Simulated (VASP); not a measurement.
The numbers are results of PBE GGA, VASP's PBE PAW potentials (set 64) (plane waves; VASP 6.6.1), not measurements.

VASP input:

File POSCAR:
```
MnO
1
    2.7681613244    -0.0000000000     0.0000000000
   -0.0000000000     2.7681613244     0.0000000000
   -0.0000000000    -0.0000000000     2.7681613244
Mn O
1 1
Direct
  0.0000000000   0.0000000000   0.0000000000
  0.5000000000   0.5000000000   0.5000000000
```

**INCAR**
```
ALGO = Normal
EDIFF = 1E-7
ENCUT = 520
GGA = PE
ISIF = 2
ISMEAR = -5
ISPIN = 2
LASPH = .TRUE.
LCHARG = .TRUE.
LMAXMIX = 4
LORBIT = 11
LREAL = .FALSE.
LWAVE = .FALSE.
MAGMOM = 4.4 0.2
NEDOS = 601
NELM = 100
PREC = Accurate
SYSTEM = MnO
```

### KPOINTS
```
Automatic mesh
0
Gamma
15 15 15
0 0 0
```

POTCAR, in this order: Mn_pv O (PBE.64 set). Program: vasp_std.

### Question
What will the output report for the number of irreducible k-points (NKPTS), number of bands (NBANDS), largest plane-wave count, number of space-group operations, FFT grid (NGX, NGY, NGZ)?

### Answer

The number of irreducible k-points (NKPTS) comes out as 120 and the number of bands (NBANDS) comes out as 15. The largest plane-wave count is 588 and the number of space-group operations is 48. The FFT grid (NGX, NGY, NGZ) is 24 × 24 × 24.

The structure was generated: MnO was put into the CsCl type type (Pm-3m), which need not be its known phase. It was relaxed first, which changed the volume by +12 %.
